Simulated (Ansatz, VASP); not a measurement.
# SiOF in two plane-wave programs

Aim: how closely do two programs agree when they are given the same cell, functional and k mesh? The cell is invented: As first built, before any earlier steps moved the atoms (in the runner's words): it takes the TiOF structure with some of its atoms replaced by other elements, volume scaled by an estimate. It may not be a known or stable phase. The cell is taken from a series of VASP runs on this material, whose earlier steps may have relaxed, scaled or displaced it; both programs get it as it stands.

Program: Ansatz 0.2.0. Level of theory: plane waves, with VASP 6.6.1 beside it; band structure at BLYP and single point at BLYP. Results are calculated unless marked as measured.

### 1. The starting structure

Symmetry: P4/mmm, No. 123, tetragonal system. The conventional cell has a = 2.909 Å, b = 2.909 Å, c = 3.891 Å, α = 90.00°, β = 90.00°, γ = 90.00°. Nearest to Si lie 2 F at 1.95 Å and 4 O at 2.06 Å. Nearest to F lie 2 Si at 1.95 Å. O has 4 Si at 2.06 Å nearest. As first built, before any earlier steps moved the atoms (in the runner's words): sites of the TiOF structure (space group 123) filled with other elements, volume scaled by an estimate. Farther neighbours and most contacts between anions are not listed.

### 2. VASP: band structure, BLYP

With cell and atoms fixed, the geometry can't cause a difference; cores, projectors, grids and the points listed under the comparison can.

Lines of VASP's logs that name or quote its potential files are left out, and so is its time.

INCAR

```
SYSTEM = SiOF
PREC = Accurate
ENCUT = 520
EDIFF = 1E-06
NELM = 100
ISMEAR = 0
SIGMA = 0.05
LREAL = .FALSE.
ALGO = Normal
GGA = B5
ALDAX = 1
AGGAX = 1
AGGAC = 1
ALDAC = 0
LORBIT = 11
LWAVE = .FALSE.
LCHARG = .FALSE.
```

POSCAR

```
SiOF
1.0
    2.9090897815      0.0000000000      0.0000000000
    0.0000000000      2.9090897815      0.0000000000
    0.0000000000      0.0000000000      3.8913128445
Si F O
1 1 1
Direct
    0.0000000000      0.0000000000      0.0000000000
    0.0000000000      0.0000000000      0.5000000000
    0.5000000000      0.5000000000      0.0000000000
```

KPOINTS

```
Automatic mesh
0
Gamma
8 8 6
0 0 0
```

KPOINTS_OPT

```
Line mode
16
Line-mode
Reciprocal
  0.00000000   0.00000000   0.00000000 GAMMA
  0.00000000   0.50000000   0.00000000 X

  0.00000000   0.50000000   0.00000000 X
  0.50000000   0.50000000   0.00000000 M

  0.50000000   0.50000000   0.00000000 M
  0.00000000   0.00000000   0.00000000 GAMMA

  0.00000000   0.00000000   0.00000000 GAMMA
  0.00000000   0.00000000   0.50000000 Z

  0.00000000   0.00000000   0.50000000 Z
  0.00000000   0.50000000   0.50000000 R

  0.00000000   0.50000000   0.50000000 R
  0.50000000   0.50000000   0.50000000 A

  0.50000000   0.50000000   0.50000000 A
  0.00000000   0.00000000   0.50000000 Z

  0.00000000   0.50000000   0.00000000 X
  0.00000000   0.50000000   0.50000000 R

  0.50000000   0.50000000   0.00000000 M
  0.50000000   0.50000000   0.50000000 A
```

The projector-augmented-wave data sets are Si, F and O (PBE family, release 64).

Run with:

```bash
mpirun -np 1 vasp_std
```

Numbers of over 12 decimals in the logs are rounded to 6 here.

What it wrote:

```text
[banner, memory and clock lines left out]
running    1 mpi-ranks, on    1 nodes
 distrk:  each k-point on    1 cores,    1 groups
 distr:  one band on    1 cores,    1 groups

 POSCAR found type information on POSCAR SiF O
 POSCAR found :  3 types and       3 ions
|                                                                             |
|               ----> ADVICE to this user running VASP <----                  |
|                                                                             |
|     You enforced a specific xc type in the INCAR file but a different       |
|     [... a line on the potential file left out ...]
|     I HOPE YOU KNOW WHAT YOU ARE DOING!                                     |
|                                                                             |

 LDA part: xc-table for (Slater(with rela. corr.)+VWN5), standard interpolation
 POSCAR, INCAR and KPOINTS ok, starting setup
 FFT: planning ... GRIDC
 FFT: planning ... GRID_SOFT
 FFT: planning ... GRID
 WAVECAR not read
 entering main loop
       N       E                     dE             d eps       ncg     rms          rms(c)
DAV:   1     0.721641542751E+02    0.72164E+02   -0.91489E+03  1472   0.125E+03
DAV:   2    -0.143014030364E+02   -0.86466E+02   -0.80941E+02  1804   0.267E+02
DAV:   3    -0.179452554555E+02   -0.36439E+01   -0.35885E+01  1824   0.574E+01
DAV:   4    -0.179705983831E+02   -0.25343E-01   -0.25335E-01  1624   0.550E+00
DAV:   5    -0.179708269624E+02   -0.22858E-03   -0.22857E-03  1756   0.499E-01    0.894E+00
DAV:   6    -0.161240140577E+02    0.18468E+01   -0.71210E+00  1504   0.265E+01    0.387E+00
DAV:   7    -0.161027077208E+02    0.21306E-01   -0.28807E-01  1572   0.608E+00    0.199E+00
DAV:   8    -0.160992750421E+02    0.34327E-02   -0.29511E-02  1656   0.195E+00    0.659E-01
DAV:   9    -0.161007882733E+02   -0.15132E-02   -0.50015E-03  1672   0.807E-01    0.119E-01
DAV:  10    -0.161010187146E+02   -0.23044E-03   -0.83778E-04  1608   0.351E-01    0.623E-02
DAV:  11    -0.161009581411E+02    0.60573E-04   -0.17348E-04  1624   0.194E-01    0.184E-02
DAV:  12    -0.161009646935E+02   -0.65524E-05   -0.24671E-05  1576   0.516E-02    0.105E-02
DAV:  13    -0.161009645987E+02    0.94779E-07   -0.83642E-07  1068   0.961E-03
   1 F= -.16100965E+02 E0= -.16100488E+02  d E =-.952457E-03
 Start KPOINTS_OPT (optional k-point list driver)
k-point batch [1-60\144]
       N       E                     dE             ncg
DAV:   1     0.123277379849E+04   -0.21422E+05     1464
DAV:   2    -0.362916626133E+04   -0.48619E+04     1684
DAV:   3    -0.385048746983E+04   -0.22132E+03     1872
DAV:   4    -0.385250588294E+04   -0.20184E+01     1692
DAV:   5    -0.385253378911E+04   -0.27906E-01     1788
DAV:   6    -0.385253444427E+04   -0.65517E-03     1764
DAV:   7    -0.385253446461E+04   -0.20340E-04     1712
DAV:   8    -0.385253446527E+04   -0.65936E-06     1300
[...]
k-point batch [121-144\144]
       N       E                     dE             ncg
DAV:   1     0.233425714500E+05   -0.18161E+05      584
DAV:   2     0.215769332094E+05   -0.17656E+04      704
DAV:   3     0.214953107556E+05   -0.81622E+02      696
DAV:   4     0.214945490797E+05   -0.76168E+00      656
DAV:   5     0.214945367333E+05   -0.12346E-01      680
DAV:   6     0.214945363035E+05   -0.42981E-03      700
DAV:   7     0.214945362968E+05   -0.67676E-05      620
DAV:   8     0.214945362965E+05   -0.23830E-06      436
```

Parts of OUTCAR (step 2):

```text
ion  position               nearest neighbor table
   1  0.000  0.000  0.000-   2 1.95   2 1.95   3 2.06   3 2.06   3 2.06   3 2.06
   2  0.000  0.000  0.500-   1 1.95   1 1.95
   3  0.500  0.500  0.000-   1 2.06   1 2.06   1 2.06   1 2.06

  LATTYP: Found a simple tetragonal cell.
 ALAT       =     2.9090897815
 C/A-ratio  =     1.3376393088

 Subroutine GETGRP returns: Found 16 space group operations
 (whereof 16 operations were pure point group operations)

The static configuration has the point symmetry D_4h.

 Found     60 irreducible k-points:

   k-points           NKPTS =     60   k-points in BZ     NKDIM =     60   number of bands    NBANDS=     12

   dimension x,y,z NGX =    24 NGY =   24 NGZ =   30
   dimension x,y,z NGXF=    48 NGYF=   48 NGZF=   60

   ENCUT  =  520.0 eV  38.22 Ry    6.18 a.u.   5.41  5.41  7.24*2*pi/ulx,y,z

   NELECT =      17.0000    total number of electrons

 k-points in reciprocal lattice and weights: Automatic mesh
   0.00000000  0.00000000  0.00000000       0.003
   0.12500000  0.00000000  0.00000000       0.010
   0.25000000  0.00000000  0.00000000       0.010
   0.37500000  0.00000000  0.00000000       0.010
   0.50000000  0.00000000  0.00000000       0.005
   0.12500000  0.12500000  0.00000000       0.010
   0.25000000  0.12500000  0.00000000       0.021
   0.37500000  0.12500000  0.00000000       0.021
   0.50000000  0.12500000  0.00000000       0.010
[...]
0.50000000  0.37500000  0.50000000       0.010
   0.50000000  0.50000000  0.50000000       0.003

 average (electrostatic) potential at core
       1 -85.6969       2 -74.9755       3 -70.7970

 E-fermi :   6.8329

 k-point     1 :       0.0000    0.0000    0.0000
  band No.  band energies     occupation
    ...
      5       0.0535      2.00000
      6       1.7013      2.00000
      7       1.7013      2.00000
      8       2.6222      2.00000
      9       2.7883      2.00000
     10      12.1822      0.00000
     11      13.7255      0.00000
     12      14.6000      0.00000

 k-point     2 :       0.1250    0.0000    0.0000
  band No.  band energies     occupation
    ...
      5       0.1536      2.00000
      6       0.9659      2.00000
      7       1.6867      2.00000
      8       2.5680      2.00000
      9       4.0439      2.00000
     10      12.3720      0.00000
     11      14.0646      0.00000
     12      14.4793      0.00000

 k-point     3 :       0.2500    0.0000    0.0000
  band No.  band energies     occupation
    ...
      5       0.3367      2.00000
      6       0.4273      2.00000
      7       1.6267      2.00000
      8       2.4171      2.00000
      9       5.6601      2.00000
     10      11.9323      0.00000
     11      13.9860      0.00000
     12      14.1373      0.00000

  Total       -0.0009468     -0.0009468     -0.0025697      0.0000000     -0.0000000      0.0000000
  in kB       -0.0460640     -0.0460640     -0.1250229      0.0000000     -0.0000000      0.0000000
  external PRESSURE =      -0.0723836 kB  Pullay stress =       0.0000000 kB

  energy-cutoff  :      520.00
  volume of cell :       32.93
      direct lattice vectors                 reciprocal lattice vectors
     2.909089782  0.000000000  0.000000000     0.343750133  0.000000000  0.000000000
     0.000000000  2.909089782  0.000000000     0.000000000  0.343750133  0.000000000
     0.000000000  0.000000000  3.891312844     0.000000000  0.000000000  0.256982679

 POSITION                                       TOTAL-FORCE (eV/Angst)
 -----------------------------------------------------------------------------------
      0.00000      0.00000      0.00000         0.000000      0.000000      0.000000
      0.00000      0.00000      1.94566         0.000000      0.000000      0.000000
      1.45454      1.45454      0.00000         0.000000      0.000000      0.000000
 -----------------------------------------------------------------------------------
    total drift:                                0.000000     -0.000000     -0.000000

  FREE ENERGIE OF THE ION-ELECTRON SYSTEM (eV)
  ---------------------------------------------------
  free  energy   TOTEN  =       -16.1009645987 eV

  energy  without entropy=      -16.1000121420  energy(sigma->0) =      -16.10048837

 total charge
# of ion       s       p       d       tot
------------------------------------------
    1        0.851   0.501   0.000   1.351
    2        1.740   4.354   0.000   6.094
    3        1.580   3.410   0.000   4.989
--------------------------------------------------
tot          4.171   8.264   0.000  12.435

[... 3 further parts left out ...]
```

The run ends at a pressure of -0.01 GPa.

### 3. Ansatz: band structure, BLYP

Ansatz runs on its default PAW (the set named soft_2) files.

The same cell, functional (in two slightly different forms), mesh and smearing now go to Ansatz, which takes its cutoff from its data sets.

input.yaml

```yaml
crystal:
  lattice:
    - [2.9090897815, 0.0, 0.0]
    - [0.0, 2.9090897815, 0.0]
    - [0.0, 0.0, 3.8913128445]
  atoms:
    - { symbol: Si, position: [0.0, 0.0, 0.0] }
    - { symbol: F, position: [0.0, 0.0, 0.5] }
    - { symbol: O, position: [0.5, 0.5, 0.0] }
hamiltonian:
  xc: blyp
  pseudopotentials: { kind: paw }
kpoints:
  mp_grid: { grid: [8, 8, 6] }
  band_path:
    path:
      - [0.0, 0.0, 0.0]
      - [0.0, 0.13333, 0.0]
      - [0.0, 0.3, 0.0]
      - [0.0, 0.46667, 0.0]
      - [0.1, 0.5, 0.0]
      - [0.26667, 0.5, 0.0]
      - [0.43333, 0.5, 0.0]
      - [0.43333, 0.43333, 0.0]
      - [0.26667, 0.26667, 0.0]
      - [0.1, 0.1, 0.0]
      - [0.0, 0.0, 0.03333]
      - [0.0, 0.0, 0.2]
      - [0.0, 0.0, 0.36667]
      - [0.0, 0.0, 0.5]
      - [0.0, 0.16667, 0.5]
      - [0.0, 0.3, 0.5]
      - [0.0, 0.46667, 0.5]
      - [0.1, 0.5, 0.5]
      - [0.26667, 0.5, 0.5]
      - [0.43333, 0.5, 0.5]
      - [0.43333, 0.43333, 0.5]
      - [0.26667, 0.26667, 0.5]
      - [0.1, 0.1, 0.5]
      - [0.0, 0.5, 0.03333]
      - [0.0, 0.5, 0.2]
      - [0.0, 0.5, 0.36667]
      - [0.5, 0.5, 0.0]
      - [0.5, 0.5, 0.16667]
      - [0.5, 0.5, 0.33333]
      - [0.5, 0.5, 0.5]
    npoints: 1
scf:
  occupations: { method: gaussian, width: 0.05 }
  n_extra_bands: 7
output:
  forces: true
  stress: true
  eigenvalues: true
```

Run with:

```bash
ansatz run input.yaml --threads 2 --pin off --max-ram 4608MiB --backend cpu --events-out ev --progress --plain --runs-dir out
```

What it wrote:

```text
scf.n_extra_bands = 7 over 9 filled bands (N_el = 17.0): the run solves 16 bands
Engine: ansatz 0.2.0, x86_64-unknown-linux-gnu
Pseudopotentials: kind: paw
Pseudopotential: Si, paw, valence charge 4, recommended cutoff 420 eV (normal), Si.paw.azcp
Pseudopotential: F, paw, valence charge 7, recommended cutoff 420 eV (normal), F.paw.azcp
Pseudopotential: O, paw, valence charge 6, recommended cutoff 420 eV (normal), O.paw.azcp
Functional definition: BLYP
  parameter beta = 0.0042
  parameter a = 0.04918
  parameter b = 0.132
  parameter c = 0.2533
  parameter d = 0.349
  exchange = b88_x(beta = beta)
  correlation = lyp_c(a = a, b = b, c = c, d = d)
Crystal: 3 atoms, lattice volume = 32.931 Å³
Basis set: ecut = 420 eV, 633 PW (Γ), exchange–correlation on 40×40×54 points (8 copies of the dense FFT grid, shifted against one another)
Bands: 16, of which v1, the nominal top of the filled ones, is band 9 counted from 1 (8 counted from 0)
Symmetry: 16 space group operations
Space group: P4/mmm (ITA 123), of the structure as read, at distance tolerance 3.2e-5 Å
k-points: 60 of 384
Non-local potential: Si, projectors of the file, l = 0: 2, l = 1: 2, l = 2: 2
Non-local potential: F, projectors of the file, l = 0: 2, l = 1: 2, l = 2: 1
Non-local potential: O, projectors of the file, l = 0: 2, l = 1: 2, l = 2: 1
PAW form: soft (Blöchl's): semilocal exchange-correlation on the pseudo side does not see the compensation charge
PAW frozen core: Si, regenerated for the run's functional, and the local potential with it (the file was generated under x = pbe(κ = 0.804, μ = 0.219515), c = pbe(β = 0.066725))
PAW frozen core: F, regenerated for the run's functional, and the local potential with it (the file was generated under x = pbe(κ = 0.804, μ = 0.219515), c = pbe(β = 0.066725))
PAW frozen core: O, regenerated for the run's functional, and the local potential with it (the file was generated under x = pbe(κ = 0.804, μ = 0.219515), c = pbe(β = 0.066725))
PAW one-centre angular grid: Si, 110 points (default); XC on 64 Gauss nodes
PAW one-centre angular grid: F, 110 points (default); XC on 64 Gauss nodes
PAW one-centre angular grid: O, 110 points (default); XC on 64 Gauss nodes
Initial density: superposition of atomic densities (neutral atoms: chi_scale 0, normalization atom), corrected by the library's trained network
Initial wavefunctions: pseudopotential atomic-orbital guess
Functional: x = b88, c = lyp
SCF iter   1: F=—  HF=-2019.219048 eV  |F-HF|=—  |Δ(HF+E_count)|=         —  Δρ=2.22e-2  dr2=1.08e-1  ethr=1.77e-3  ⟨swp⟩=5.9  Hψ=5669  notcnv=0  defer=26
preconditioner: auto → LDOS  [insulator: Δε(μ)=0.209 eV  Ē_g=19.268 eV  σ=0.050 eV  W_gap=0.50  n_scr=6 (ndim 8)  ℏωp=26.7 eV  f_vac=0.030  D(μ)=0.48/eV (n_scr^D=2)  ε∞_Penn≈2.9  β→1.0]
SCF iter   2: F=—  HF=-2019.207408 eV  |F-HF|=—  |Δ(HF+E_count)|=   1.16e-2  Δρ=1.68e-2  dr2=4.99e-2  ethr=6.38e-4  ⟨swp⟩=2.3  Hψ=2248  notcnv=0  defer=121
SCF iter   3: F=—  HF=-2019.192242 eV  |F-HF|=—  |Δ(HF+E_count)|=   1.52e-2  Δρ=1.98e-3  dr2=6.98e-4  ethr=2.93e-4  ⟨swp⟩=2.1  Hψ=1643  notcnv=0  defer=121
SCF iter   4: F=—  HF=-2019.192178 eV  |F-HF|=—  |Δ(HF+E_count)|=   6.45e-5  Δρ=4.32e-4  dr2=5.00e-5  ethr=4.11e-6  ⟨swp⟩=2.3  Hψ=1323  notcnv=0  defer=121
SCF iter   5: F=—  HF=-2019.192475 eV  |F-HF|=—  |Δ(HF+E_count)|=   2.97e-4  Δρ=5.41e-5  dr2=5.28e-7  ethr=2.94e-7  ⟨swp⟩=2.4  Hψ=1249  notcnv=0  defer=121
SCF iter   6: F=-2019.192475 eV  HF=-2019.192475 eV  |F-HF|=8.80e-11  |Δ(HF+E_count)|=   5.15e-7  Δρ=5.06e-6  dr2=4.41e-9  ethr=5.88e-10  ⟨swp⟩=9.7  Hψ=4863  notcnv=0
SCF 1 converged in 6 iterations: F = -2019.192475 eV  dr2 = 4.41e-9
  greatest PAW one-centre occupation: 0.929 electrons in one spin orbital (limit 2), on the F atom at site 1 (counted from 0), in its partial waves of l = 0
NSCF: frozen V_eff on 30 k-points
SCF converged after 6 iterations
Free energy (F): -2019.192475 eV
Harris-Foulkes:  -2019.192475 eV  (|F-HF|=8.80e-11)
Internal energy: -2019.191532 eV  (E = F + TS)
E sigma→0 (E₀):  -2019.192004 eV
Entropy (-TS):   -0.000943 eV (-0.314 meV/atom)
Fermi energy:    8.547950 eV
--- Per-component energies (eV) ---
  E_band       = -34.217425
  E_kinetic    = 421.302154
  E_local      = -952.053924  (includes V_loc(G=0)·N_el)
  E_nonlocal   = 148.078621
  E_hartree    = 346.091662
  E_xc         = -206.348034
  E_vxc        = -239.369424  (∫ρ·V_xc dr)
  E_paw        = -880.674265  (= ΣΔE_a)
  E_vpaw       = -104.361658  (= ΣTr[D̂ρ^β])
  E_aug_tail   = 0.004477  (compensation charges beyond the density's cutoff)
  E_ewald      = -895.612310
  E_core_change = 0.020087  (= ΣΔE_core)
  E_smearing   = -0.000943  (= −TS)
  E_closure    = 0.000000  (closes the sum)
  Σ components = -2019.192475   (vs F -2019.192475, Δ=0.00e0)
--- Forces (eV/Å), atoms counted from 1 ---
  atom   1  Si    -0.00000000     0.00000000     0.00000000
  atom   2  F      0.00000000     0.00000000     0.00000000
  atom   3  O      0.00000000    -0.00000000    -0.00000000
  max |Σ_I F_I| component: 3.81e-29 eV/Å
--- Stress (GPa, compression-positive) ---
       -0.184605       0.000000      -0.000000
        0.000000      -0.184605       0.000000
       -0.000000       0.000000      -0.449138
  P = ⅓ Tr σ = -0.2728 GPa (-2.728 kbar)
--- Band table (eV; the first three rows and the last of 60) ---
  k-point 0: bands = [... 5 lower, 3.3982, 3.3982, 4.3248, 4.4945, 13.8468, 15.4380, 16.3174, 17.9139, ... 3 higher]
  k-point 1: bands = [... 5 lower, 3.2796, 3.2796, 3.5909, 5.4774, 13.9311, 14.8474, 16.7575, 17.7300, ... 3 higher]
  k-point 2: bands = [... 5 lower, 2.9702, 2.9702, 3.0314, 6.6607, 13.5962, 14.1123, 17.4336, 17.4336, ... 3 higher]
  k-point 59: bands = [... 5 lower, 1.5801, 1.5801, 4.2082, 7.9129, 13.9242, 15.3998, 15.3998, 17.2085, ... 3 higher]
```

It took 4.6 s on 2 threads of Intel Xeon Platinum 8488C (Sapphire Rapids), shared host; peak memory 0.36 GiB; 2.3 s of CPU time.

[end of part 1 of 2]

[Lines on the potential files, build, host, timing and source positions are cut from VASP's logs without a mark.]

[Logs are printed without paths, hosts, clocks, repeated set-up lines and the standing remarks that a program may print on its own settings, such as how far it seeks lower states.]

[Hosts, paths, dates, database ids (printed as entryN), source tags and the programs' standing remarks are cut or masked in the printed files.]
